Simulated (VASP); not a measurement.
Data:

```
Co2N
1.0
    4.22244     0.00000     0.00000
    0.00000     4.48256     0.00000
    0.00000     0.00000     2.79387
Co N
4 2
Direct
  0.73171   0.82627   0.50000
  0.26829   0.17373   0.50000
  0.23171   0.67373   0.00000
  0.76829   0.32627   0.00000
  0.00000   0.50000   0.50000
  0.50000   0.00000   0.00000
```

The numbers are results of PBEsol GGA, VASP's PBE PAW potentials (set 64) (plane waves; VASP), not measurements. Numerical set-up: 520 eV cut-off, 8×8×12 Γ-centred mesh, tetrahedra with Blöchl corrections, potentials Co N.

The cores are frozen, which limits the accuracy of field gradients.

**Question.** Give the principal components of the electric field gradient (V/Å²) and the asymmetry η at each nucleus.

**Answer.** 
```csv
atom,Vxx,Vyy,Vzz,η
Co1,24.7,11.1,-35.8,0.38
Co2,24.7,11.1,-35.8,0.38
Co3,24.7,11.1,-35.8,0.38
Co4,24.7,11.1,-35.8,0.38
N5,-4.6,-2.1,6.8,0.37
N6,-4.6,-2.1,6.8,0.37
```

The structure comes from a computed database's Co2N entry (Pnnm); how it stands against other phases isn't given here. It was relaxed first. The run is not spin-polarised, so no magnetic state was tried.
